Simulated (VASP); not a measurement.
Runs of VASP 6.6.1 on GaAs. It takes space group F-43m (No. 216, cubic). Conventional cell: a = 5.749 Å, b = 5.749 Å, c = 5.749 Å, α = 90.00°, β = 90.00°, γ = 90.00°. Ga (site symmetry -43m) has 4 As at 2.49 Å as nearest neighbours. As (site symmetry -43m) has 4 Ga at 2.49 Å as nearest neighbours. 

| task | cell | gap on the mesh (eV) | pressure (GPa) |
| --- | --- | --- | --- |
| single point | a relaxed cell with its volume scaled by 1.03 | none | -1.5 |
| single point | a relaxed cell with its volume scaled by 0.94 | 0.61 | 4.4 |
| Born charges and dielectric tensor | as given | 0.14 | - |
| band structure | as given | 0.14 | 0.0 |
| single point | as given | 0.14 | 0.0 |
| relaxation of cell and atoms | relaxed | 0.14 | 0.0 |
| single point | a relaxed cell with its volume scaled by 1.09 | none | -4.1 |
| single point | a relaxed cell with its volume scaled by 0.91 | (c) | (a) |
| single point | a relaxed cell with its volume scaled by 1.06 | none | -2.9 |
| single point | a relaxed cell with its volume scaled by 0.97 | 0.37 | (b) |

Alike in all rows: level PBE; potentials or basis VASP PAW PBE potentials, release 64 (Ga_d, As); no spin polarisation; k mesh 6 × 6 × 6; cutoff (eV) 520; smearing gaussian 0.02 eV.

Estimate the missing entries.

(a) 7.2; (b) 2.0; (c) 0.86.

Caveats: the gap is small at this level, which inflates the dielectric constant (some runs); the relaxation stopped at its first step, so nothing moved (some runs).

A k mesh can miss the band edges, and the runs leave out spin-orbit coupling on As, Ga.

A gap of «none» marks a metal or a gap under the smearing width.
